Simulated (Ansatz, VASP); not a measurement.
# Sc3PbC: VASP beside Ansatz, part 2 of 2

Wanted: the spread between two codes on one cell, functional and k mesh. The cell is taken from a series of runs on this material, whose earlier steps may have relaxed, scaled, displaced or heated it; both programs get it as it stands.

VASP 6.6.1 and Ansatz 0.2.0.

So far: The structure; VASP: zone-centre phonons, PBEsol.

### 2. VASP: zone-centre phonons, PBEsol (continued)

Level of this step: PBEsol; plane waves and PAW (Sc_sv, Pb_d, C) (VASP).

Numbers of over 12 decimals in the logs are rounded to 6 here.

OUTCAR, selected parts (step 2):

```text
ion  position               nearest neighbor table
   1  0.000  0.500  0.500-   5 2.25   5 2.25   4 3.19   2 3.19   2 3.19   4 3.19   3 3.19   4 3.19
                             4 3.19   2 3.19   3 3.19   3 3.19   2 3.19   3 3.19
   2  0.500  0.500  0.000-   5 2.25   5 2.25   4 3.19   1 3.19   1 3.19   3 3.19   3 3.19   3 3.19
                             4 3.19   3 3.19   1 3.19   4 3.19   1 3.19   4 3.19
   3  0.500  0.000  0.500-   5 2.25   5 2.25   4 3.19   1 3.19   2 3.19   4 3.19   1 3.19   2 3.19
                             2 3.19   2 3.19   1 3.19   4 3.19   4 3.19   1 3.19
   4  0.000  0.000  0.000-   1 3.19   2 3.19   3 3.19   1 3.19   3 3.19   1 3.19   2 3.19   1 3.19
                             2 3.19   3 3.19   3 3.19   2 3.19
   5  0.500  0.500  0.500-   1 2.25   2 2.25   3 2.25   2 2.25   3 2.25   1 2.25

  LATTYP: Found a simple cubic cell.
 ALAT       =     4.5063304825

 Subroutine GETGRP returns: Found 48 space group operations
 (whereof 48 operations were pure point group operations)

The static configuration has the point symmetry O_h .

 Found     35 irreducible k-points:

   k-points           NKPTS =     35   k-points in BZ     NKDIM =     35   number of bands    NBANDS=     31

   dimension x,y,z NGX =    36 NGY =   36 NGZ =   36
   dimension x,y,z NGXF=    72 NGYF=   72 NGZF=   72

   ENCUT  =  600.0 eV  44.10 Ry    6.64 a.u.   9.00  9.00  9.00*2*pi/ulx,y,z

   NELECT =      51.0000    total number of electrons

 k-points in reciprocal lattice and weights: Automatic mesh
   0.00000000  0.00000000  0.00000000       0.002
   0.12500000  0.00000000  0.00000000       0.012
   0.25000000  0.00000000  0.00000000       0.012
   0.37500000  0.00000000  0.00000000       0.012
   0.50000000  0.00000000  0.00000000       0.006
   0.12500000  0.12500000  0.00000000       0.023
   0.25000000  0.12500000  0.00000000       0.047
   0.37500000  0.12500000  0.00000000       0.047
   0.50000000  0.12500000  0.00000000       0.023
[...]
0.50000000  0.50000000  0.37500000       0.012
   0.50000000  0.50000000  0.50000000       0.002

 average (electrostatic) potential at core
       1 -44.1803       2 -44.1803       3 -44.1803       4 -90.4962       5 -47.4808

 POSITION                                       TOTAL-FORCE (eV/Angst)
 -----------------------------------------------------------------------------------
      0.00000      2.25317      2.25317         0.000000      0.000000      0.000000
      2.25317      2.25317      0.00000         0.000000      0.000000      0.000000
      2.25317      0.00000      2.25317         0.000000      0.000000      0.000000
      0.00000      0.00000      0.00000         0.000000      0.000000      0.000000
      2.25317      2.25317      2.25317         0.000000      0.000000      0.000000
 -----------------------------------------------------------------------------------
    total drift:                                0.000000      0.000000      0.000000

 Eigenvectors and eigenvalues of the dynamical matrix
 ----------------------------------------------------

   1 f  =   15.139324 THz    95.123181 2PiTHz  504.993504 cm-1    62.611187 meV
             X         Y         Z           dx          dy          dz
      0.000000  2.253165  2.253165    -0.366275   -0.002037    0.000000
      2.253165  2.253165  0.000000    -0.027378   -0.002037    0.000000
      2.253165  0.000000  2.253165    -0.027378   -0.027255   -0.000000
      0.000000  0.000000  0.000000    -0.026944   -0.002005   -0.000000
      2.253165  2.253165  2.253165     0.926343    0.068931    0.000000

   2 f  =   15.139324 THz    95.123181 2PiTHz  504.993504 cm-1    62.611187 meV
             X         Y         Z           dx          dy          dz
      0.000000  2.253165  2.253165    -0.027255    0.027378   -0.000000
      2.253165  2.253165  0.000000    -0.002037    0.027378   -0.000000
      2.253165  0.000000  2.253165    -0.002037    0.366275   -0.000000
      0.000000  0.000000  0.000000    -0.002005    0.026944   -0.000000
      2.253165  2.253165  2.253165     0.068931   -0.926343    0.000000

   3 f  =   15.139324 THz    95.123181 2PiTHz  504.993504 cm-1    62.611187 meV
             X         Y         Z           dx          dy          dz
      0.000000  2.253165  2.253165     0.000000   -0.000000   -0.027454
      2.253165  2.253165  0.000000     0.000000   -0.000000   -0.367287
      2.253165  0.000000  2.253165     0.000000   -0.000000   -0.027454
      0.000000  0.000000  0.000000     0.000000   -0.000000   -0.027018
      2.253165  2.253165  2.253165    -0.000000    0.000000    0.928904

   4 f  =    8.124740 THz    51.049244 2PiTHz  271.012141 cm-1    33.601208 meV
             X         Y         Z           dx          dy          dz
      0.000000  2.253165  2.253165     0.683529    0.124844    0.005997
      2.253165  2.253165  0.000000    -0.446423    0.124844   -0.009182
      2.253165  0.000000  2.253165    -0.446423   -0.191151    0.005997
      0.000000  0.000000  0.000000     0.038555   -0.010782   -0.000518
      2.253165  2.253165  2.253165     0.245000   -0.068515   -0.003291

   5 f  =    8.124740 THz    51.049244 2PiTHz  271.012141 cm-1    33.601208 meV
             X         Y         Z           dx          dy          dz
      0.000000  2.253165  2.253165    -0.186503    0.439551   -0.082909
      2.253165  2.253165  0.000000     0.121808    0.439551    0.126944
      2.253165  0.000000  2.253165     0.121808   -0.673006   -0.082909
      0.000000  0.000000  0.000000    -0.010520   -0.037961    0.007160
      2.253165  2.253165  2.253165    -0.066849   -0.241228    0.045501

   6 f  =    8.124740 THz    51.049244 2PiTHz  271.012141 cm-1    33.601208 meV
             X         Y         Z           dx          dy          dz
      0.000000  2.253165  2.253165     0.042891   -0.078263   -0.456077
      2.253165  2.253165  0.000000    -0.028013   -0.078263    0.698310
      2.253165  0.000000  2.253165    -0.028013    0.119830   -0.456077
      0.000000  0.000000  0.000000     0.002419    0.006759    0.039388
      2.253165  2.253165  2.253165     0.015374    0.042951    0.250298

   7 f  =    6.567333 THz    41.263768 2PiTHz  219.062636 cm-1    27.160293 meV
             X         Y         Z           dx          dy          dz
      0.000000  2.253165  2.253165    -0.000000   -0.706997   -0.010114
      2.253165  2.253165  0.000000     0.007235    0.706997   -0.000000
      2.253165  0.000000  2.253165    -0.007235    0.000000    0.010114
      0.000000  0.000000  0.000000     0.000000    0.000000   -0.000000
      2.253165  2.253165  2.253165    -0.000000    0.000000   -0.000000

   8 f  =    6.567333 THz    41.263768 2PiTHz  219.062636 cm-1    27.160293 meV
             X         Y         Z           dx          dy          dz
      0.000000  2.253165  2.253165    -0.000000    0.006100    0.076425
      2.253165  2.253165  0.000000     0.702938   -0.006100    0.000000
      2.253165  0.000000  2.253165    -0.702938   -0.000000   -0.076425
      0.000000  0.000000  0.000000     0.000000    0.000000    0.000000
      2.253165  2.253165  2.253165     0.000000   -0.000000    0.000000

   9 f  =    6.567333 THz    41.263768 2PiTHz  219.062636 cm-1    27.160293 meV
             X         Y         Z           dx          dy          dz
      0.000000  2.253165  2.253165     0.000000   -0.010836    0.702892
      2.253165  2.253165  0.000000    -0.076326    0.010836    0.000000
      2.253165  0.000000  2.253165     0.076326   -0.000000   -0.702892
      0.000000  0.000000  0.000000    -0.000000   -0.000000    0.000000
      2.253165  2.253165  2.253165     0.000000   -0.000000    0.000000

  10 f  =    3.792078 THz    23.826332 2PiTHz  126.490122 cm-1    15.682769 meV
             X         Y         Z           dx          dy          dz
      0.000000  2.253165  2.253165    -0.435027    0.173546   -0.000124
      2.253165  2.253165  0.000000    -0.356456    0.173546   -0.000151
      2.253165  0.000000  2.253165    -0.356456    0.211800   -0.000124
      0.000000  0.000000  0.000000     0.577876   -0.281348    0.000200
      2.253165  2.253165  2.253165    -0.176271    0.085820   -0.000061

  11 f  =    3.792078 THz    23.826332 2PiTHz  126.490122 cm-1    15.682769 meV
             X         Y         Z           dx          dy          dz
      0.000000  2.253165  2.253165    -0.011309   -0.018750    0.395906
      2.253165  2.253165  0.000000    -0.009266   -0.018750    0.483173
      2.253165  0.000000  2.253165    -0.009266   -0.022883    0.395906
      0.000000  0.000000  0.000000     0.015022    0.030398   -0.641832
      2.253165  2.253165  2.253165    -0.004582   -0.009272    0.195780

  12 f  =    3.792078 THz    23.826332 2PiTHz  126.490122 cm-1    15.682769 meV
             X         Y         Z           dx          dy          dz
      0.000000  2.253165  2.253165    -0.211498   -0.355962   -0.020915
      2.253165  2.253165  0.000000    -0.173299   -0.355962   -0.025525
      2.253165  0.000000  2.253165    -0.173299   -0.434425   -0.020915
      0.000000  0.000000  0.000000     0.280947    0.577076    0.033906
      2.253165  2.253165  2.253165    -0.085698   -0.176027   -0.010342

  13 f/i=    0.002384 THz     0.014980 2PiTHz    0.079528 cm-1     0.009860 meV
             X         Y         Z           dx          dy          dz
      0.000000  2.253165  2.253165     0.004099    0.030630   -0.355242
      2.253165  2.253165  0.000000     0.004099    0.030630   -0.355249
      2.253165  0.000000  2.253165     0.004099    0.030630   -0.355242
      0.000000  0.000000  0.000000     0.008788    0.065675   -0.761695
      2.253165  2.253165  2.253165     0.002119    0.015832   -0.183618

  14 f/i=    0.002384 THz     0.014980 2PiTHz    0.079528 cm-1     0.009860 meV
             X         Y         Z           dx          dy          dz
      0.000000  2.253165  2.253165    -0.284385   -0.214028   -0.021735
      2.253165  2.253165  0.000000    -0.284379   -0.214028   -0.021736
      2.253165  0.000000  2.253165    -0.284379   -0.214032   -0.021735
      0.000000  0.000000  0.000000    -0.609754   -0.458909   -0.046604
      2.253165  2.253165  2.253165    -0.146990   -0.110627   -0.011234

  15 f/i=    0.002384 THz     0.014980 2PiTHz    0.079528 cm-1     0.009860 meV
             X         Y         Z           dx          dy          dz
      0.000000  2.253165  2.253165    -0.215094    0.283559    0.021967
      2.253165  2.253165  0.000000    -0.215090    0.283559    0.021968
      2.253165  0.000000  2.253165    -0.215090    0.283565    0.021967
      0.000000  0.000000  0.000000    -0.461186    0.607995    0.047102
      2.253165  2.253165  2.253165    -0.111176    0.146566    0.011355

 ELASTIC MODULI CONTR FROM IONIC RELAXATION (kBar)
 Direction    XX          YY          ZZ          XY          YZ          ZX
 --------------------------------------------------------------------------------
 XX           0.0000      0.0000      0.0000      0.0000      0.0000      0.0000
 YY           0.0000      0.0000      0.0000      0.0000      0.0000      0.0000
 ZZ           0.0000      0.0000      0.0000      0.0000      0.0000      0.0000
 XY           0.0000      0.0000      0.0000      0.0000      0.0000      0.0000
 YZ           0.0000      0.0000      0.0000      0.0000      0.0000      0.0000
 ZX           0.0000      0.0000      0.0000      0.0000      0.0000      0.0000
 --------------------------------------------------------------------------------
```

### 3. Ansatz: zone-centre phonons, PBEsol

Ansatz runs on its PAW soft_1 files.

The same cell, functional, mesh and smearing now go to Ansatz, which takes its cutoff from its data sets.

The input, input.yaml:

```yaml
crystal:
  lattice:
    - [4.5063304825, 0.0, 0.0]
    - [0.0, 4.5063304825, 0.0]
    - [0.0, 0.0, 4.5063304825]
  atoms:
    - { symbol: Sc, position: [0.0, 0.5, 0.5] }
    - { symbol: Sc, position: [0.5, 0.5, 0.0] }
    - { symbol: Sc, position: [0.5, 0.0, 0.5] }
    - { symbol: Pb, position: [0.0, 0.0, 0.0] }
    - { symbol: C, position: [0.5, 0.5, 0.5] }
kpoints:
  mp_grid: { grid: [8, 8, 8] }
hamiltonian:
  xc: pbesol
  pseudopotentials: { kind: paw, azcp: { folder: soft_1 }, xc_functional: pbe }
scf:
  occupations: { method: methfessel_paxton, width: 0.2 }
output:
  eigenvalues: true
phonons:
  method: dfpt
```

The run is started by

```console
> ansatz run input.yaml --threads 4 --pin off --max-ram 10240MiB --backend cpu --events-out ev --progress --plain --runs-dir out
```

What it wrote:

```text
zone centre: on kpoints.mp_grid the ground state, and the responses unless they are solved on pairs of k-points, stand on 125 of the mesh's 512 k-points, reduced under 8 symmetry operations, with k and −k counted as one. Each operation leaves every solved displacement unchanged or reverses it
Engine: ansatz 0.2.0, x86_64-unknown-linux-gnu
Pseudopotentials: kind: paw
Pseudopotential: Sc, paw, valence charge 11, recommended cutoff 420 eV (normal), soft_1/Sc.paw.azcp
Pseudopotential: Pb, paw, valence charge 14, recommended cutoff 420 eV (normal), soft_1/Pb.paw.azcp
Pseudopotential: C, paw, valence charge 4, recommended cutoff 420 eV (normal), soft_1/C.paw.azcp
Functional definition: PBEsol
  exchange = pbesol_x
  correlation = pbesol_c
Crystal: 5 atoms, lattice volume = 91.510 Å³
Basis set: ecut = 420 eV, 1791 PW (Γ), exchange–correlation on 64×64×64 points (8 copies of the dense FFT grid, shifted against one another)
Bands: 31, of which v1, the nominal top of the filled ones, is band 26 counted from 1 (25 counted from 0)
Symmetry: 48 space group operations
k-points: 125 of 512 (irreducible under 8 space group operations)
Non-local potential: Sc, projectors of the file, l = 0: 3, l = 1: 2, l = 2: 3, l = 3: 1
Non-local potential: Pb, projectors of the file, l = 0: 2, l = 1: 2, l = 2: 2, l = 3: 1
Non-local potential: C, projectors of the file, l = 0: 2, l = 1: 2, l = 2: 1
PAW form: soft (Blöchl's): semilocal exchange-correlation on the pseudo side does not see the compensation charge
PAW frozen core: Sc, regenerated for the run's functional, and the local potential with it (the file was generated under x = pbe(κ = 0.804, μ = 0.219515), c = pbe(β = 0.066725))
PAW frozen core: Pb, regenerated for the run's functional, and the local potential with it (the file was generated under x = pbe(κ = 0.804, μ = 0.219515), c = pbe(β = 0.066725))
PAW frozen core: C, regenerated for the run's functional, and the local potential with it (the file was generated under x = pbe(κ = 0.804, μ = 0.219515), c = pbe(β = 0.066725))
PAW one-centre angular grid: Sc, 590 points (default); XC on 64 Gauss nodes
PAW one-centre angular grid: Pb, 590 points (default); XC on 64 Gauss nodes
PAW one-centre angular grid: C, 110 points (default); XC on 64 Gauss nodes
Initial density: superposition of atomic densities (chi_scale 0.1, normalization cell, long waves kept (reshape's long-wave potential 0.00 eV rms))
Initial wavefunctions: pseudopotential atomic-orbital guess
Functional: x = pbesol(κ = 0.804, μ = 0.123457), c = pbesol(β = 0.046)
SCF iter   1: F=—  HF=-18346.179898 eV  |F-HF|=—  |Δ(HF+E_count)|=         —  Δρ=7.81e-2  dr2=1.62e1  ethr=3.10e-3  ⟨swp⟩=5.5  Hψ=34921  notcnv=0
automatic band count: the SCF goes on with 36 bands, as 31 were too few: they end inside the smearing window of the response
preconditioner: auto → Kerker (q_TF=auto, 2.475 Å⁻¹)  [metal: Δε(μ)=0.047 eV  Ē_g=9.390 eV  σ=0.200 eV  W_gap=0.20  n_scr=26 (ndim 8)  ℏωp=20.2 eV  f_vac=0.000  D(μ)=2.44/eV (n_scr^D=18)]
SCF iter   2: F=—  HF=-18343.208994 eV  |F-HF|=—  |Δ(HF+E_count)|=    2.97e0  S|Δr|=    0.00e0  Δρ=4.07e-2  dr2=5.41e0  ethr=3.10e-3  ⟨swp⟩=2.4  Hψ=8358  notcnv=0  defer=303
SCF iter   3: F=—  HF=-18341.824351 eV  |F-HF|=—  |Δ(HF+E_count)|=    1.38e0  S|Δr|=    0.00e0  Δρ=1.17e-2  dr2=3.03e-1  ethr=3.10e-3  ⟨swp⟩=2.7  Hψ=8524  notcnv=0  defer=266
SCF iter   4: F=—  HF=-18341.729939 eV  |F-HF|=—  |Δ(HF+E_count)|=   9.44e-2  S|Δr|=    0.00e0  Δρ=2.28e-3  dr2=8.50e-3  ethr=5.95e-4  ⟨swp⟩=2.1  Hψ=6451  notcnv=0  defer=245
SCF iter   5: F=—  HF=-18341.728119 eV  |F-HF|=—  |Δ(HF+E_count)|=   1.82e-3  S|Δr|=    0.00e0  Δρ=7.92e-4  dr2=5.69e-4  ethr=1.67e-5  ⟨swp⟩=2.0  Hψ=5321  notcnv=0  defer=245
SCF iter   6: F=—  HF=-18341.728082 eV  |F-HF|=—  |Δ(HF+E_count)|=   3.64e-5  S|Δr|=    0.00e0  Δρ=1.67e-4  dr2=2.15e-5  ethr=1.12e-6  ⟨swp⟩=2.7  Hψ=6059  notcnv=0  defer=245
SCF iter   7: F=—  HF=-18341.728081 eV  |F-HF|=—  |Δ(HF+E_count)|=   1.66e-6  S|Δr|=    0.00e0  Δρ=3.14e-5  dr2=9.97e-7  ethr=4.22e-8  ⟨swp⟩=2.8  Hψ=6098  notcnv=0  defer=245
SCF iter   8: F=—  HF=-18341.728081 eV  |F-HF|=—  |Δ(HF+E_count)|=   3.09e-7  S|Δr|=    0.00e0  Δρ=1.14e-5  dr2=1.04e-7  ethr=1.96e-9  ⟨swp⟩=2.0  Hψ=7132  notcnv=0  defer=245
SCF iter   9: F=—  HF=-18341.728081 eV  |F-HF|=—  |Δ(HF+E_count)|=   1.28e-8  S|Δr|=    0.00e0  Δρ=1.98e-6  dr2=3.91e-9  ethr=2.03e-10  ⟨swp⟩=2.0  Hψ=5287  notcnv=0  defer=245
SCF iter  10: F=—  HF=-18341.728081 eV  |F-HF|=—  |Δ(HF+E_count)|=  1.60e-10  S|Δr|=    0.00e0  Δρ=5.56e-7  dr2=2.32e-10  ethr=7.67e-12  ⟨swp⟩=2.0  Hψ=5854  notcnv=0  defer=245
SCF iter  11: F=—  HF=-18341.728081 eV  |F-HF|=—  |Δ(HF+E_count)|=  4.00e-11  S|Δr|=    0.00e0  Δρ=1.55e-7  dr2=2.11e-11  ethr=1.00e-12  ⟨swp⟩=2.0  Hψ=5407  notcnv=0  defer=245
SCF iter  12: F=-18341.728081 eV  HF=-18341.728081 eV  |F-HF|=3.64e-12  |Δ(HF+E_count)|=  7.28e-12  S|Δr|=    0.00e0  Δρ=3.61e-8  dr2=1.12e-12  ethr=1.00e-12  ⟨swp⟩=12.5  Hψ=21212  notcnv=0
SCF 1 converged in 12 iterations: F = -18341.728081 eV  dr2 = 1.12e-12
  greatest PAW one-centre occupation: 0.998 electrons in one spin orbital (limit 2), on the Sc atom at site 2 (counted from 0), in its partial waves of l = 0
DFPT response loops at Γ: preconditioner auto → Kerker (q_TF=auto, 2.475 Å⁻¹) (partly filled bands, converged f_vac=0.000); β = 1.00, the filter's whole step (`scf.mixing.beta` (0.50) is not read by the response loops under this deck's `scf.mixing.preconditioner`; to damp them name `kerker` or `kerker_dos`, under which they read `scf.mixing.beta`, and type it under 1.00, their step now; both keys bind the ground state too); Broyden in place of MSR1
SCF converged after 12 iterations
Stability not checked: this state was not tested for a lower state beside it, because cold or Methfessel-Paxton smearing, or corrected tetrahedra, fill the levels in a way that the test cannot read (fill_not_monotonic; see scf.lower_state_search)
Free energy (F): -18341.728081 eV
Harris-Foulkes:  -18341.728081 eV  (|F-HF|=3.64e-12)
Internal energy: -18341.725013 eV  (E = F + TS)
E sigma→0 (E₀):  -18341.727314 eV
Entropy (-TS):   -0.003068 eV (-0.614 meV/atom)
Fermi energy:    12.414799 eV
--- Per-component energies (eV) ---
  E_band       = -403.287016
  E_kinetic    = 1009.467508
  E_local      = -3212.104468  (includes V_loc(G=0)·N_el)
  E_nonlocal   = 761.449023
  E_hartree    = 1178.424564
  E_xc         = -507.769343
  E_vxc        = -513.940832  (∫ρ·V_xc dr)
  E_paw        = -13245.456177  (= ΣΔE_a)
  E_vpaw       = -805.007488  (= ΣTr[D̂ρ^β])
  E_aug_tail   = 0.000132  (compensation charges beyond the density's cutoff)
  E_ewald      = -4326.206600
  E_core_change = 0.470346  (= ΣΔE_core)
  E_smearing   = -0.003068  (= −TS)
  E_closure    = -0.000000  (closes the sum)
  Σ components = -18341.728081   (vs F -18341.728081, Δ=0.00e0)
--- Band table (eV; the first three rows and the last of 125) ---
  k-point 0: bands = [... 22 lower, 11.3775, 11.3775, 11.8755, 11.8755, 11.8755, 13.4664, 13.4664, 13.4664, ... 6 higher]
  k-point 1: bands = [... 22 lower, 11.4260, 11.4943, 11.6355, 11.6355, 11.9144, 12.8373, 13.6860, 13.6860, ... 6 higher]
  k-point 2: bands = [... 22 lower, 10.6840, 11.2121, 11.2121, 11.8216, 12.0179, 12.8141, 14.0462, 14.0462, ... 6 higher]
  k-point 124: bands = [... 22 lower, 10.0123, 10.0123, 10.0123, 13.2893, 13.2893, 13.2893, 13.5745, 13.5745, ... 6 higher]
--- Phonons (Γ-DFPT): 4 representative perturbations + reference, on 125 of 512 k-points (Σ response iterations 12) ---
  k mesh reduced under 8 symmetry operations, with k and −k counted as one. Each operation leaves every solved displacement unchanged or reverses it
  ASR residual: 2.613e-5 → 0.000e0 eV/Å²; symmetrization residual: 1.329e-6 eV/Å²
  ASR residual per site (eV/Å²): 6.32e-6 6.32e-6 6.32e-6 2.61e-5 6.66e-6
  Γ frequencies (cm⁻¹): 0.00 0.00 0.00 126.13 126.13 126.13 219.26 219.26 219.26 270.98 270.98 270.98 502.34 502.34 502.34
  non-analytic LO–TO correction: not included (Born effective charges unavailable; polar crystals: no LO–TO splitting at Γ)
```

Reading the cycles: dr2 is the Hartree energy of the density residual (eV), the measure of convergence; HF is the Harris–Foulkes estimate of the energy, which meets the free energy F at convergence.

### 4. Differences

Known differences besides the potentials themselves: the cutoff is 420 eV in Ansatz and 600 eV in VASP; Ansatz makes its cores anew for this functional, VASP keeps those of its PBE data sets. Total energies have different zeros and are not compared.

Compared:

```
                    quantity  Ansatz   VASP  difference
  optical mode 1 to 3 (cm⁻¹)   126.1  126.5     -0.28 %
  optical mode 4 to 6 (cm⁻¹)   219.3  219.1     +0.09 %
  optical mode 7 to 9 (cm⁻¹)   271.0  271.0     -0.01 %
optical mode 10 to 12 (cm⁻¹)   502.3  505.0     -0.53 %
```

Modes are paired by rising frequency, not by their patterns, so a pair may set unlike modes beside each other; they are those without the splitting of longitudinal modes.

### 5. Summary of results

```
r.m.s. difference of the optical zone-centre modes, each program's sorted by frequency (zone-centre phonons, PBEsol) : 1.3 cm⁻¹
difference in optical mode 10 to 12 (zone-centre phonons, PBEsol)                                                    : -0.5 %
```

The r.m.s. difference of the optical zone-centre modes, each program's sorted by frequency is 1.3 cm⁻¹ (zone-centre phonons, PBEsol). Among the rows given in per cent, the largest difference of the zone-centre phonons, PBEsol pair is in optical mode 10 to 12, -0.5 %. How closely two codes agree says nothing of how well the functional describes the real material.

[Lines on the potential files, build, host, timing and source positions are cut from VASP's logs without a mark.]

[Logs are printed without paths, hosts, clocks, repeated set-up lines and the standing remarks that a program may print on its own settings, such as how far it seeks lower states.]

[Hosts, paths, dates, database ids (printed as entryN), source tags and the programs' standing remarks are cut or masked in the printed files.]
